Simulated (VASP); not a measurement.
Input:

```
CELL_PARAMETERS angstrom
      1.55500    -2.69334     0.00000
      1.55500     2.69334     0.00000
      0.00000     0.00000     4.98000
ATOMIC_POSITIONS crystal
  Al 0.66667 0.33333 0.50000
  Al 0.33333 0.66667 0.00000
  N  0.66667 0.33333 0.88200
  N  0.33333 0.66667 0.38200
```

These are PBE GGA, VASP's PBE PAW potentials (set 64) (plane waves; VASP) values and carry that method's errors. Run with PREC = Normal, 500 eV cut-off, 4×4×2 Γ-centred mesh, Gaussian smearing of 0.010 eV, potentials Al_GW N_GW_new.

Problem. Predict the energy per atom (σ→0), pressure.

Solution. 
The energy per atom (σ→0) comes out as -7.447 eV/atom and the pressure is 3.48 GPa.

The absolute energy has meaning only against runs of the same code, potentials and settings.

The compound is AlN in the wurtzite structure. The cell was not relaxed at this level. The k-mesh is coarse (spacing up to 0.63 per Å, 2π included), so the numbers may not be converged in it.
